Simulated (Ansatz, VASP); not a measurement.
**Al6TeP2 in VASP and in Ansatz**

```xyz
9
Lattice="7.3446 0.0000 0.0000 -3.6723 6.3606 0.0000 0.0000 0.0000 3.6701" Properties=species:S:1:pos:R:3 pbc="T T T"
Al    4.3504    0.0000    0.0000
Al    1.4971    2.5930    0.0000
Al   -2.1752    3.7676    0.0000
Al    2.2938    0.0000    1.8351
Al    2.5254    4.3741    1.8351
Al   -1.1469    1.9865    1.8351
Te    0.0000    0.0000    0.0000
P     0.0000    4.2404    1.8351
P     3.6723    2.1202    1.8351
```

Change from the starting cell: species swapped into the Ti6Si2B type (P-62m, No. 189).

Alike in both runs: functional PBE; k mesh 3 × 3 × 6; occupations gaussian, width 0.1 eV; no spin polarisation.

Ansatz relaxed the structure, and its values are those at the end. VASP's run is a single point on that final structure, the one shown.

|  | VASP | Ansatz |
| --- | --- | --- |
| version | VASP 6.6.1 | Ansatz 0.2.0 |
| potentials or method | VASP PAW PBE potentials, release 64 (Al, Te, P) | scalar-relativistic, plane waves, PAW |
| plane-wave cutoff (eV) | 520 | 420 |
| valence electrons in the cell | 34 | 44 |

```csv
,VASP,Ansatz,Ansatz less VASP
gap on the k mesh at the Fermi level (eV),none,none,-
pressure (GPa),0.1,0.1,+0.01
rms of the force components (eV/Å),0.009,0.007,-0.0022
```

A gap of «none» marks a metal or a gap that the smearing closes. The two sets of potentials don't hold the same shells in valence.

The runs have no spin-orbit coupling, so splittings on Te are missing.
